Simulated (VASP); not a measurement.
# SbSe2: phonons from a supercell, part 2 of 3

How does the lattice of SbSe2 vibrate? The cell is invented: other elements were put on sites of a known structure type. It may not be a known or stable phase.

VASP 6.6.1; PBEsol; plane waves and PAW (Sb, Se); invented cell.

So far. Step 2 (Relax the host): The run ended after 3 ionic steps, 0.305 eV below its first step, once forces and stress met EDIFFG = -0.02. Step 3 (Tight relaxation): The run ended after 2 ionic steps, 0.000 eV below its first step, once forces and stress met EDIFFG = -0.002.

**4. Force constants in the supercell**

System of this step: SbSe2. Symmetry: Fm-3m, No. 225, cubic system. Conventional cell: a = 6.791 Å, b = 6.791 Å, c = 6.791 Å, α = 90.00°, β = 90.00°, γ = 90.00°. Nearest to Sb lie 8 Se at 2.94 Å. Se has 4 Sb at 2.94 Å nearest. Farther neighbours and most contacts between anions are not listed.

Each independent atom is moved by 0.015 Å both ways; the forces give the force constants out to half the supercell.

Input file INCAR:

```
SYSTEM = SbSe2
PREC = Accurate
ENCUT = 350
EDIFF = 1E-07
NELM = 120
ISMEAR = 1
SIGMA = 0.2
LREAL = .FALSE.
ALGO = Fast
GGA = PS
NBANDS = 92
LWAVE = .FALSE.
LCHARG = .FALSE.
KPAR = 4
IBRION = 6
NSW = 1
NFREE = 2
POTIM = 0.015
ISIF = 0
ADDGRID = .TRUE.
```

Input file POSCAR:

```
SbSe2
1.0
    0.0000000000      6.7909180892      6.7909180892
    6.7909180892      0.0000000000      6.7909180892
    6.7909180892      6.7909180892      0.0000000000
Sb Se
8 16
Direct
    0.0000000000      0.0000000000      0.0000000000
    0.0000000000      0.0000000000      0.5000000000
    0.0000000000      0.5000000000      0.0000000000
    0.0000000000      0.5000000000      0.5000000000
    0.5000000000      0.0000000000      0.0000000000
    0.5000000000      0.0000000000      0.5000000000
    0.5000000000      0.5000000000      0.0000000000
    0.5000000000      0.5000000000      0.5000000000
    0.1250000000      0.1250000000      0.1250000000
    0.1250000000      0.1250000000      0.6250000000
    0.1250000000      0.6250000000      0.1250000000
    0.1250000000      0.6250000000      0.6250000000
    0.6250000000      0.1250000000      0.1250000000
    0.6250000000      0.1250000000      0.6250000000
    0.6250000000      0.6250000000      0.1250000000
    0.6250000000      0.6250000000      0.6250000000
    0.3750000000      0.3750000000      0.3750000000
    0.3750000000      0.3750000000      0.8750000000
    0.3750000000      0.8750000000      0.3750000000
    0.3750000000      0.8750000000      0.8750000000
    0.8750000000      0.3750000000      0.3750000000
    0.8750000000      0.3750000000      0.8750000000
    0.8750000000      0.8750000000      0.3750000000
    0.8750000000      0.8750000000      0.8750000000
```

Input file KPOINTS:

```
Automatic mesh
0
Gamma
4 4 4
0 0 0
```

PAW data sets: Sb and Se (PBE family, release 64).

Run with:

```
mpirun -np 4 vasp_std
```

Output:

```text
[banner, memory and clock lines left out]
running    4 mpi-ranks, on    1 nodes
 distrk:  each k-point on    1 cores,    4 groups
 distr:  one band on    1 cores,    1 groups

 POSCAR found type information on POSCAR SbSe
 POSCAR found :  2 types and      24 ions
|                                                                             |
|               ----> ADVICE to this user running VASP <----                  |
|                                                                             |
|     You have a (more or less) 'large supercell' and for larger cells it     |
|     might be more efficient to use real-space projection operators.         |
|     Therefore, try LREAL= Auto in the INCAR file.                           |
|     Mind: For very accurate calculation, you might also keep the            |
|     reciprocal projection scheme (i.e. LREAL=.FALSE.).                      |
|                                                                             |

 [... a notice as in an earlier step ...]

 LDA part: xc-table for (Slater+PW92), standard interpolation
 POSCAR, INCAR and KPOINTS ok, starting setup
 FFT: planning ... GRIDC
 FFT: planning ... GRID_SOFT
 FFT: planning ... GRID
 WAVECAR not read
 entering main loop
       N       E                     dE             d eps       ncg     rms          rms(c)
DAV:   1     0.644435181036E+03    0.64444E+03   -0.41063E+04  1472   0.896E+02
DAV:   2    -0.266691373872E+02   -0.67110E+03   -0.64074E+03  1808   0.184E+02
DAV:   3    -0.956189032494E+02   -0.68950E+02   -0.66864E+02  1752   0.632E+01
DAV:   4    -0.974565574770E+02   -0.18377E+01   -0.18136E+01  1824   0.103E+01
DAV:   5    -0.975172449506E+02   -0.60687E-01   -0.60550E-01  1984   0.160E+00    0.121E+01
RMM:   6    -0.957701292362E+02    0.17471E+01   -0.28055E+00  1472   0.290E+00    0.712E+00
RMM:   7    -0.957684455156E+02    0.16837E-02   -0.14222E+00  1477   0.192E+00    0.256E+00
RMM:   8    -0.957403920408E+02    0.28053E-01   -0.24184E-01  1472   0.107E+00    0.423E-01
RMM:   9    -0.957359217294E+02    0.44703E-02   -0.57816E-02  1524   0.471E-01    0.234E-01
RMM:  10    -0.957365170531E+02   -0.59532E-03   -0.87367E-03  1636   0.172E-01    0.167E-01
RMM:  11    -0.957362284048E+02    0.28865E-03   -0.17967E-03  1508   0.899E-02    0.573E-02
RMM:  12    -0.957362508482E+02   -0.22443E-04   -0.33340E-04  1599   0.386E-02    0.196E-02
RMM:  13    -0.957362539256E+02   -0.30774E-05   -0.73418E-05  1620   0.170E-02    0.148E-02
RMM:  14    -0.957362572462E+02   -0.33205E-05   -0.19587E-05  1599   0.864E-03    0.503E-03
RMM:  15    -0.957362567040E+02    0.54214E-06   -0.37011E-06  1540   0.448E-03    0.158E-03
RMM:  16    -0.957362568449E+02   -0.14086E-06   -0.14249E-06  1559   0.255E-03    0.147E-03
RMM:  17    -0.957362568876E+02   -0.42712E-07   -0.35230E-07  1126   0.127E-03
   1 F= -.95736257E+02 E0= -.95727702E+02  d E =-.256635E-01
 Found     2 degrees of freedom:
 Finite differences POTIM= 0.01500 DOF=   2
 bond charge predicted
       N       E                     dE             d eps       ncg     rms          rms(c)
DAV:   1    -0.957359539356E+02    0.30291E-03   -0.47957E-02  2672   0.562E-01    0.635E-02
RMM:   2    -0.957360926520E+02   -0.13872E-03   -0.19250E-03  2399   0.101E-01    0.301E-02
RMM:   3    -0.957361225614E+02   -0.29909E-04   -0.35594E-04  2588   0.413E-02    0.162E-02
RMM:   4    -0.957361283437E+02   -0.57823E-05   -0.72012E-05  2690   0.181E-02    0.931E-03
RMM:   5    -0.957361295461E+02   -0.12024E-05   -0.14476E-05  2623   0.856E-03    0.287E-03
RMM:   6    -0.957361297953E+02   -0.24916E-06   -0.29151E-06  2594   0.387E-03    0.147E-03
RMM:   7    -0.957361298193E+02   -0.24024E-07   -0.52158E-07  1784   0.163E-03
   2 F= -.95736130E+02 E0= -.95727578E+02  d E =-.256541E-01
[...]
3 F= -.95736130E+02 E0= -.95727578E+02  d E =-.256541E-01
[...]
4 F= -.95736005E+02 E0= -.95727451E+02  d E =-.256632E-01
 Finite differences progress:
  Degree of freedom:   2/  2
  Displacement:        1/  2
  Total:               3/  4
 bond charge predicted
       N       E                     dE             d eps       ncg     rms          rms(c)
DAV:   1    -0.957344437744E+02    0.15617E-02   -0.57014E-01  3424   0.167E+00    0.176E-01
RMM:   2    -0.957358334386E+02   -0.13897E-02   -0.15158E-02  3313   0.293E-01    0.404E-02
RMM:   3    -0.957359738206E+02   -0.14038E-03   -0.18862E-03  3480   0.110E-01    0.269E-02
RMM:   5    -0.957360035350E+02   -0.34863E-05   -0.67564E-05  3683   0.191E-02    0.554E-03
RMM:   6    -0.957360048611E+02   -0.13261E-05   -0.15485E-05  3833   0.853E-03    0.345E-03
RMM:   7    -0.957360050998E+02   -0.23865E-06   -0.25709E-06  3514   0.356E-03    0.115E-03
RMM:   8    -0.957360051392E+02   -0.39422E-07   -0.49733E-07  2655   0.156E-03
   5 F= -.95736005E+02 E0= -.95727451E+02  d E =-.256632E-01
 Finite differences progress:
  Degree of freedom:   2/  2
  Displacement:        2/  2
  Total:               4/  4
```

Run time: 18 min. Hardware: 4 MPI ranks of Intel Xeon Platinum 8375C at 2.90GHz (Ice Lake), shared host; peak memory 4.8 GiB.

[end of part 2 of 3]

[Lines on the potential files, build, host, timing and source positions are cut from VASP's logs without a mark.]

[Logs are printed without paths, hosts, clocks, repeated set-up lines and the standing remarks that a program may print on its own settings, such as how far it seeks lower states.]

[Hosts, paths, dates, database ids (printed as entryN), source tags and the programs' standing remarks are cut or masked in the printed files.]

[Runs that stopped without an error message from VASP are left out.]
